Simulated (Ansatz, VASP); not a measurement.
**C (Diamond) in two plane-wave programs**

Wanted: the spread between two codes on one cell, functional and k mesh. The cell is taken from a series of runs on this material, whose earlier steps may have relaxed, scaled, displaced or heated it; both programs get it as it stands.

Program: Ansatz 0.2.0. Level of theory: plane waves, with VASP 6.6.1 beside it; zone-centre phonons at LDA. Results are calculated unless marked as measured.

## 1. The structure

It takes space group Fd-3m (No. 227, cubic). Conventional cell: a = 3.590 Å, b = 3.590 Å, c = 3.590 Å, α = 90.00°, β = 90.00°, γ = 90.00°. Nearest to C lie 4 C at 1.55 Å.

Structure file:

```
C
1.0
     0.00000    1.79482    1.79482
     1.79482    0.00000    1.79482
     1.79482    1.79482    0.00000
C
2
Direct
  0.00000 0.00000 0.00000
  0.25000 0.25000 0.25000
```

## 2. VASP: zone-centre phonons, LDA

Second derivatives magnify differences that forces hide, and they need a tight electronic threshold.

Lines of VASP's logs that name or quote its potential files are left out, and so is its time.

INCAR reads:

```
SYSTEM = C
PREC = Accurate
ENCUT = 600
EDIFF = 1E-08
NELM = 120
ISMEAR = 0
SIGMA = 0.01
LREAL = .FALSE.
ALGO = Normal
GGA = PW92
NBANDS = 10
LORBIT = 11
LWAVE = .FALSE.
LCHARG = .FALSE.
ISIF = 2
IBRION = 8
LEPSILON = .TRUE.
LASPH = .TRUE.
GGA_COMPAT = .FALSE.
EFERMI = MIDGAP
KPAR = 2
```

POSCAR reads:

```
C
1.0
    0.0000000000      1.7948226180      1.7948226180
    1.7948226180      0.0000000000      1.7948226180
    1.7948226180      1.7948226180      0.0000000000
C
2
Direct
    0.0000000000      0.0000000000      0.0000000000
    0.2500000000      0.2500000000      0.2500000000
```

KPOINTS reads:

```
Automatic mesh
0
Gamma
12 12 12
0 0 0
```

PAW data sets: C (LDA family, release 64).

On the command line:

```sh
$ mpirun -np 2 vasp_std
```

Numbers of over 12 decimals in the logs are rounded to 6 here.

The log of the run:

```text
[banner, memory and clock lines left out]
running    2 mpi-ranks, on    1 nodes
 distrk:  each k-point on    1 cores,    2 groups
 distr:  one band on    1 cores,    1 groups

 POSCAR found type information on POSCAR C
 POSCAR found :  1 types and       2 ions
|                                                                             |
|               ----> ADVICE to this user running VASP <----                  |
|                                                                             |
|     You enforced a specific xc type in the INCAR file but a different       |
|     [... a line on the potential file left out ...]
|     I HOPE YOU KNOW WHAT YOU ARE DOING!                                     |
|                                                                             |

 LDA part: xc-table for (Slater(with rela. corr.)+PW92), standard interpolation
 POSCAR, INCAR and KPOINTS ok, starting setup
 FFT: planning ... GRIDC
 FFT: planning ... GRID_SOFT
 FFT: planning ... GRID
 WAVECAR not read
 entering main loop
       N       E                     dE             d eps       ncg     rms          rms(c)
DAV:   1    -0.125251187977E+01   -0.12525E+01   -0.52960E+03  1480   0.881E+02
DAV:   2    -0.206251769738E+02   -0.19373E+02   -0.18490E+02  1950   0.126E+02
DAV:   3    -0.210041270276E+02   -0.37895E+00   -0.37806E+00  1648   0.147E+01
DAV:   4    -0.210050169051E+02   -0.88988E-03   -0.88983E-03  1572   0.869E-01
DAV:   5    -0.210050183576E+02   -0.14525E-05   -0.14525E-05  1614   0.335E-02    0.552E+00
DAV:   6    -0.204418935200E+02    0.56312E+00   -0.32093E-01  1490   0.415E+00    0.319E+00
DAV:   7    -0.202444042456E+02    0.19749E+00   -0.37998E-01  1552   0.453E+00    0.677E-01
DAV:   8    -0.202441315646E+02    0.27268E-03   -0.82852E-03  1526   0.812E-01    0.251E-02
DAV:   9    -0.202441227702E+02    0.87944E-05   -0.30510E-05  1586   0.475E-02    0.190E-02
DAV:  10    -0.202441245157E+02   -0.17455E-05   -0.17597E-06  1576   0.118E-02    0.433E-03
DAV:  11    -0.202441244807E+02    0.34943E-07   -0.60254E-08  1624   0.201E-03    0.803E-04
DAV:  12    -0.202441244804E+02    0.28479E-09   -0.16576E-09   876   0.406E-04
   1 F= -.20244124E+02 E0= -.20244124E+02  d E =0.000000E+00
 Linear response reoptimize wavefunctions to high precision
DAV:   1    -0.202441244804E+02    0.86743E-10   -0.10898E-10   922   0.110E-04
 Linear response G [H, r] |phi>, progress :
  Direction:   1
       N       E                     dE             d eps       ncg     rms
RMM:   1    -0.332726878748E+02   -0.33273E+02   -0.10539E+01  3361   0.439E+01
RMM:   2    -0.323619512221E+02    0.91074E+00   -0.10635E+00  2280   0.892E+00
RMM:   3    -0.323722770428E+02   -0.10326E-01   -0.39902E-03  2396   0.562E-01
RMM:   4    -0.323723613902E+02   -0.84347E-04   -0.34917E-05  2513   0.458E-02
RMM:   5    -0.323723622437E+02   -0.85342E-06   -0.14064E-08  2506   0.461E-03
RMM:   6    -0.323723622706E+02   -0.26892E-07    0.25130E-07  2367   0.753E-04
RMM:   7    -0.323723622721E+02   -0.15328E-08    0.32596E-07  1960   0.370E-04
RMM:   8    -0.323723622056E+02    0.66487E-07    0.21268E-06  1825   0.335E-04
RMM:   9    -0.323723626625E+02   -0.45689E-06   -0.11660E-05  1718   0.333E-04
RMM:  10    -0.323723619617E+02    0.70077E-06   -0.32830E-06  1457   0.333E-04
RMM:  11    -0.323723624344E+02   -0.47263E-06    0.14614E-08  1178   0.331E-04
 Linear response G [H, r] |phi>, progress :
  Direction:   2
       N       E                     dE             d eps       ncg     rms
RMM:   1    -0.362219305542E+02   -0.36222E+02   -0.58727E+01  3380   0.421E+01
RMM:   2    -0.329256799806E+02    0.32963E+01   -0.73285E-01  2277   0.764E+00
RMM:   3    -0.329301089342E+02   -0.44290E-02   -0.33686E-03  2396   0.472E-01
RMM:   4    -0.329301250801E+02   -0.16146E-04   -0.32987E-05  2531   0.407E-02
RMM:   5    -0.329301250522E+02    0.27980E-07   -0.95681E-07  2517   0.390E-03
RMM:   6    -0.329301250459E+02    0.63094E-08   -0.59080E-07  2390   0.699E-04
RMM:   7    -0.329301250470E+02   -0.11418E-08   -0.69487E-07  1964   0.375E-04
RMM:   8    -0.329301250370E+02    0.10012E-07    0.20917E-06  1844   0.352E-04
RMM:   9    -0.329301252451E+02   -0.20816E-06   -0.95875E-06  1770   0.352E-04
RMM:  10    -0.329301249675E+02    0.27766E-06    0.33016E-06  1577   0.352E-04
 Linear response G [H, r] |phi>, progress :
  Direction:   3
       N       E                     dE             d eps       ncg     rms
RMM:   1    -0.210941703584E+02   -0.21094E+02    0.59615E+01  3203   0.408E+01
RMM:   2    -0.224065711544E+02   -0.13124E+01   -0.96305E-01  2255   0.807E+00
RMM:   3    -0.224109253552E+02   -0.43542E-02   -0.63882E-03  2397   0.525E-01
RMM:   4    -0.224108802370E+02    0.45118E-04   -0.78232E-05  2474   0.443E-02
RMM:   5    -0.224108788321E+02    0.14050E-05   -0.16850E-06  2407   0.449E-03
RMM:   6    -0.224108787482E+02    0.83861E-07    0.13278E-07  2250   0.636E-04
RMM:   7    -0.224108787442E+02    0.40368E-08    0.62804E-07  1759   0.248E-04
RMM:   8    -0.224108787144E+02    0.29809E-07    0.37960E-06  1628   0.212E-04
RMM:   9    -0.224108787139E+02    0.46388E-09   -0.37818E-06  1492   0.210E-04
RMM:  10    -0.224108787139E+02   -0.16492E-10   -0.87674E-06  1225   0.211E-04
RMM:  11    -0.224108787142E+02   -0.26243E-09   -0.14182E-06  1020   0.210E-04
[...]
RMM:   4    -0.193250074259E+00   -0.23175E-07   -0.17543E-08  2280   0.894E-04
RMM:   5    -0.193250074346E+00   -0.87094E-10   -0.57955E-11  1763   0.639E-05
 change of polarisation eV/A/(eV/A) component  1 :     0.387     0.173     0.049
 dielectric tensor                  component  1 :     7.048     2.708     0.774
 Linear response to external field (no local field effect), progress :
  Direction:   2
       N       E                     dE             d eps       ncg     rms          rms(c)
RMM:   1    -0.185788627295E+00   -0.18579E+00   -0.67383E-01  3167   0.234E+00
RMM:   2    -0.190525631008E+00   -0.47370E-02   -0.12338E-03  2310   0.300E-01
RMM:   3    -0.190530937992E+00   -0.53070E-05   -0.41565E-06  2340   0.129E-02
RMM:   4    -0.190530964871E+00   -0.26880E-07   -0.19307E-08  2303   0.966E-04
RMM:   5    -0.190530964990E+00   -0.11873E-09   -0.62801E-10  1773   0.677E-05
 change of polarisation eV/A/(eV/A) component  2 :     0.173     0.381    -0.065
 dielectric tensor                  component  2 :     2.708     6.963    -1.016
 Linear response to external field (no local field effect), progress :
  Direction:   3
       N       E                     dE             d eps       ncg     rms          rms(c)
RMM:   1    -0.941824255856E-01   -0.94182E-01   -0.33904E-01  3111   0.173E+00
RMM:   2    -0.968666800561E-01   -0.26843E-02   -0.62433E-04  2268   0.208E-01
RMM:   3    -0.968693319945E-01   -0.26519E-05   -0.19665E-06  2325   0.956E-03
RMM:   4    -0.968693430388E-01   -0.11044E-07   -0.77290E-09  2274   0.695E-04
RMM:   5    -0.968693430810E-01   -0.42163E-10   -0.81054E-11  1674   0.498E-05
 change of polarisation eV/A/(eV/A) component  3 :     0.049    -0.065     0.194
 dielectric tensor                  component  3 :     0.774    -1.016     4.032
 Linear response to external field, progress :
  Direction:   1
       N       E                     dE             d eps       ncg     rms          rms(c)
RMM:   1    -0.156116787140E+00   -0.15612E+00   -0.57058E-01  7129   0.213E+00
RMM:   2    -0.160212352470E+00   -0.40956E-02   -0.10400E-03  5166   0.268E-01    0.725E-01
RMM:   3    -0.157827387054E+00    0.23850E-02   -0.77120E-04  5141   0.213E-01    0.423E-01
RMM:   4    -0.163349577994E+00   -0.55222E-02   -0.11589E-03  5134   0.264E-01    0.318E-02
RMM:   5    -0.163747671215E+00   -0.39809E-03   -0.11813E-05  5254   0.269E-02    0.300E-03
RMM:   6    -0.163761380004E+00   -0.13709E-04   -0.40571E-08  5450   0.179E-03    0.159E-03
RMM:   7    -0.163765347942E+00   -0.39679E-05   -0.69056E-09  5431   0.794E-04    0.106E-04
RMM:   8    -0.163766018362E+00   -0.67042E-06    0.54853E-11  4421   0.671E-05    0.278E-05
RMM:   9    -0.163765876892E+00    0.14147E-06    0.13808E-10  2389   0.260E-05    0.218E-06
 change of polarisation eV/A/(eV/A) component  1 :     0.309     0.100     0.034
 dielectric tensor                  component  1 :     5.832     1.570     0.528
 Linear response to external field, progress :
  Direction:   2
       N       E                     dE             d eps       ncg     rms          rms(c)
RMM:   1    -0.156123160249E+00   -0.15612E+00   -0.57065E-01  7143   0.213E+00
RMM:   2    -0.160212282393E+00   -0.40891E-02   -0.10409E-03  5167   0.268E-01    0.725E-01
RMM:   3    -0.157827361301E+00    0.23849E-02   -0.77705E-04  5146   0.213E-01    0.423E-01
RMM:   4    -0.163349107270E+00   -0.55217E-02   -0.11652E-03  5136   0.264E-01    0.318E-02
RMM:   5    -0.163747771375E+00   -0.39866E-03   -0.11796E-05  5259   0.269E-02    0.301E-03
RMM:   6    -0.163761372995E+00   -0.13602E-04   -0.42121E-08  5455   0.180E-03    0.159E-03
RMM:   7    -0.163765352477E+00   -0.39795E-05   -0.76102E-09  5426   0.797E-04    0.107E-04
RMM:   8    -0.163766015476E+00   -0.66300E-06   -0.40656E-10  4458   0.699E-05    0.280E-05
RMM:   9    -0.163765880784E+00    0.13469E-06   -0.34872E-10  2421   0.267E-05    0.218E-06
 change of polarisation eV/A/(eV/A) component  2 :     0.083     0.309    -0.002
 dielectric tensor                  component  2 :     1.291     5.832    -0.030
 Linear response to external field, progress :
  Direction:   3
       N       E                     dE             d eps       ncg     rms          rms(c)
RMM:   1    -0.156091248633E+00   -0.15609E+00   -0.57033E-01  7142   0.213E+00
RMM:   2    -0.160212279640E+00   -0.41210E-02   -0.10428E-03  5168   0.268E-01    0.725E-01
RMM:   3    -0.157827351325E+00    0.23849E-02   -0.77611E-04  5144   0.213E-01    0.423E-01
RMM:   4    -0.163349175649E+00   -0.55218E-02   -0.11643E-03  5134   0.264E-01    0.318E-02
RMM:   5    -0.163747716041E+00   -0.39854E-03   -0.11789E-05  5258   0.269E-02    0.301E-03
RMM:   6    -0.163761378428E+00   -0.13662E-04   -0.42001E-08  5460   0.180E-03    0.159E-03
RMM:   7    -0.163765351669E+00   -0.39732E-05   -0.76058E-09  5432   0.797E-04    0.107E-04
RMM:   8    -0.163766016144E+00   -0.66447E-06   -0.40792E-10  4455   0.696E-05    0.279E-05
RMM:   9    -0.163765880109E+00    0.13603E-06   -0.32930E-10  2400   0.266E-05    0.218E-06
 change of polarisation eV/A/(eV/A) component  3 :     0.013     0.064     0.309
 dielectric tensor                  component  3 :     0.207     1.001     5.832
 Linear response DOF=           1
 Linear response progress:
  Degree of freedom:   1/  1
       N       E                     dE             d eps       ncg     rms          rms(c)
RMM:   1    -0.118371913250E+00   -0.11837E+00   -0.15458E-02 13317   0.206E+00
RMM:   2    -0.109661017218E+00    0.87109E-02   -0.36522E-03  8522   0.397E-01    0.177E-01
RMM:   3    -0.109727438759E+00   -0.66422E-04   -0.32089E-04  8467   0.102E-01    0.973E-02
RMM:   4    -0.110454740051E+00   -0.72730E-03   -0.32140E-04  8329   0.105E-01    0.129E-02
RMM:   5    -0.110397235028E+00    0.57505E-04   -0.16419E-05  9049   0.129E-02    0.926E-04
RMM:   6    -0.110394710852E+00    0.25242E-05   -0.13572E-06  9078   0.763E-04    0.414E-04
RMM:   7    -0.110392134897E+00    0.25760E-05   -0.36199E-07  9308   0.337E-04    0.605E-05
RMM:   8    -0.110392038363E+00    0.96534E-07    0.32382E-08  9460   0.505E-05    0.877E-06
RMM:   9    -0.110391937752E+00    0.10061E-06    0.37831E-08  9641   0.252E-05    0.148E-06
RMM:  10    -0.110391939654E+00   -0.19024E-08   -0.77152E-09  8001   0.160E-05    0.134E-07
 first order change of Fermi-energy  -0.50066E+01
 force on displaced ion       1 direction 1 : -35.201   0.000   0.000
 Born effective charge ion    1 direction 1 :   0.000   0.000   0.000
 Born effective charges drift removed
 Linear response finished
```

Parts of OUTCAR (step 2):

```text
ion  position               nearest neighbor table
   1  0.000  0.000  0.000-   2 1.55   2 1.55   2 1.55   2 1.55
   2  0.250  0.250  0.250-   1 1.55   1 1.55   1 1.55   1 1.55

  LATTYP: Found a face centered cubic cell.
 ALAT       =     3.5896452360

 Subroutine GETGRP returns: Found 48 space group operations
 (whereof 24 operations were pure point group operations)

The static configuration has the point symmetry T_d .
 The point group associated with its full space group is O_h .

 Found     72 irreducible k-points:

   k-points           NKPTS =     72   k-points in BZ     NKDIM =     72   number of bands    NBANDS=     10

   dimension x,y,z NGX =    20 NGY =   20 NGZ =   20
   dimension x,y,z NGXF=    40 NGYF=   40 NGZF=   40

   ENCUT  =  600.0 eV  44.10 Ry    6.64 a.u.   5.07  5.07  5.07*2*pi/ulx,y,z

   NELECT =       8.0000    total number of electrons

 k-points in reciprocal lattice and weights: Automatic mesh
   0.00000000  0.00000000  0.00000000       0.001
   0.08333333  0.00000000  0.00000000       0.005
   0.16666667  0.00000000  0.00000000       0.005
   0.25000000  0.00000000  0.00000000       0.005
   0.33333333  0.00000000  0.00000000       0.005
   0.41666667  0.00000000  0.00000000       0.005
   0.50000000  0.00000000  0.00000000       0.002
   0.08333333  0.08333333  0.00000000       0.003
   0.16666667  0.08333333  0.00000000       0.014
[...]
-0.33333333  0.50000000  0.16666667       0.007
  -0.25000000  0.50000000  0.25000000       0.003

 average (electrostatic) potential at core
       1 -49.8025       2 -49.8025

  Total       -1.5079036     -1.5079036     -1.5079036     -0.0000000      0.0000000     -0.0000000
  in kB     -208.9245917   -208.9245917   -208.9245917     -0.0000000      0.0000000     -0.0000000
  external PRESSURE =    -208.9245917 kB  Pullay stress =       0.0000000 kB

  energy-cutoff  :      600.00
  volume of cell :       11.56
      direct lattice vectors                 reciprocal lattice vectors
     0.000000000  1.794822618  1.794822618    -0.278579061  0.278579061  0.278579061
     1.794822618  0.000000000  1.794822618     0.278579061 -0.278579061  0.278579061
     1.794822618  1.794822618  0.000000000     0.278579061  0.278579061 -0.278579061

 POSITION                                       TOTAL-FORCE (eV/Angst)
 -----------------------------------------------------------------------------------
      0.00000      0.00000      0.00000        -0.000000     -0.000000     -0.000000
      0.89741      0.89741      0.89741         0.000000      0.000000      0.000000
 -----------------------------------------------------------------------------------
    total drift:                                0.000000      0.000000      0.000000

 MACROSCOPIC STATIC DIELECTRIC TENSOR (including local field effects in DFT)
 ------------------------------------------------------
           5.832054     0.000000     0.000000
          -0.000000     5.832054     0.000000
          -0.000000     0.000000     5.832054
 ------------------------------------------------------

 PIEZOELECTRIC TENSOR (including local field effects)  for field in x, y, z        (C/m^2)
          XX          YY          ZZ          XY          YZ          ZX
  --------------------------------------------------------------------------------
  x     0.00000     0.00000     0.00000     0.00000     0.00000     0.00000
  y     0.00000    -0.00000     0.00000     0.00000     0.00000     0.00000
  z     0.00000     0.00000     0.00000     0.00000     0.00000     0.00000

 BORN EFFECTIVE CHARGES (including local field effects) (in |e|, cummulative output)
 ---------------------------------------------------------------------------------
 ion    1
    1    -0.00000     0.00000    -0.00000
    2     0.00000    -0.00000     0.00000
    3     0.00000     0.00000     0.00000
 ion    2
    1     0.00000     0.00000     0.00000
    2    -0.00000     0.00000    -0.00000
    3     0.00000    -0.00000    -0.00000

 Eigenvectors and eigenvalues of the dynamical matrix
 ----------------------------------------------------

   1 f  =   37.849161 THz   237.813292 2PiTHz 1262.512111 cm-1   156.531482 meV
             X         Y         Z           dx          dy          dz
      0.000000  0.000000  0.000000     0.707107    0.000000    0.000000
      0.897411  0.897411  0.897411    -0.707107    0.000000    0.000000

   2 f  =   37.849161 THz   237.813292 2PiTHz 1262.512111 cm-1   156.531482 meV
             X         Y         Z           dx          dy          dz
      0.000000  0.000000  0.000000     0.000000    0.025065    0.706662
      0.897411  0.897411  0.897411     0.000000   -0.025065   -0.706662

   3 f  =   37.849161 THz   237.813292 2PiTHz 1262.512111 cm-1   156.531482 meV
             X         Y         Z           dx          dy          dz
      0.000000  0.000000  0.000000     0.000000   -0.706662    0.025065
      0.897411  0.897411  0.897411     0.000000    0.706662   -0.025065

   4 f  =    0.000000 THz     0.000001 2PiTHz    0.000007 cm-1     0.000001 meV
             X         Y         Z           dx          dy          dz
      0.000000  0.000000  0.000000     0.000000    0.270598   -0.653281
      0.897411  0.897411  0.897411     0.000000    0.270598   -0.653281

   5 f  =    0.000000 THz     0.000000 2PiTHz    0.000000 cm-1     0.000000 meV
             X         Y         Z           dx          dy          dz
      0.000000  0.000000  0.000000     0.707107    0.000000    0.000000
      0.897411  0.897411  0.897411     0.707107    0.000000    0.000000

   6 f/i=    0.000001 THz     0.000003 2PiTHz    0.000017 cm-1     0.000002 meV
             X         Y         Z           dx          dy          dz
      0.000000  0.000000  0.000000     0.000000   -0.653281   -0.270598
      0.897411  0.897411  0.897411     0.000000   -0.653281   -0.270598

 MACROSCOPIC STATIC DIELECTRIC TENSOR IONIC CONTRIBUTION
 ------------------------------------------------------
           0.000000    -0.000000    -0.000000
          -0.000000     0.000000     0.000000
          -0.000000     0.000000     0.000000
 ------------------------------------------------------

 ELASTIC MODULI CONTR FROM IONIC RELAXATION (kBar)
 Direction    XX          YY          ZZ          XY          YZ          ZX
 --------------------------------------------------------------------------------
 XX          -0.0000      0.0000      0.0000      0.0000     -0.0000      0.0000
 YY           0.0000     -0.0000     -0.0000      0.0000      0.0000      0.0000
 ZZ           0.0000     -0.0000     -0.0000     -0.0000      0.0000      0.0000
 XY           0.0000      0.0000     -0.0000     -8.7441      0.0000      0.0000
 YZ          -0.0000      0.0000      0.0000      0.0000     -8.7441      0.0000
 ZX           0.0000      0.0000      0.0000      0.0000      0.0000     -8.7441
 --------------------------------------------------------------------------------

 PIEZOELECTRIC TENSOR IONIC CONTR  for field in x, y, z        (C/m^2)
          XX          YY          ZZ          XY          YZ          ZX
  --------------------------------------------------------------------------------
  x    -0.00000     0.00000     0.00000    -0.00000    -0.00000     0.00000
  y     0.00000     0.00000     0.00000     0.00000     0.00000    -0.00000
  z    -0.00000    -0.00000     0.00000     0.00000     0.00000     0.00000
```

(Continued in part 2 of 2.)

[Lines on the potential files, build, host, timing and source positions are cut from VASP's logs without a mark.]

[Logs are printed without paths, hosts, clocks, repeated set-up lines and the standing remarks that a program may print on its own settings, such as how far it seeks lower states.]

[Hosts, paths, dates, database ids (printed as entryN), source tags and the programs' standing remarks are cut or masked in the printed files.]
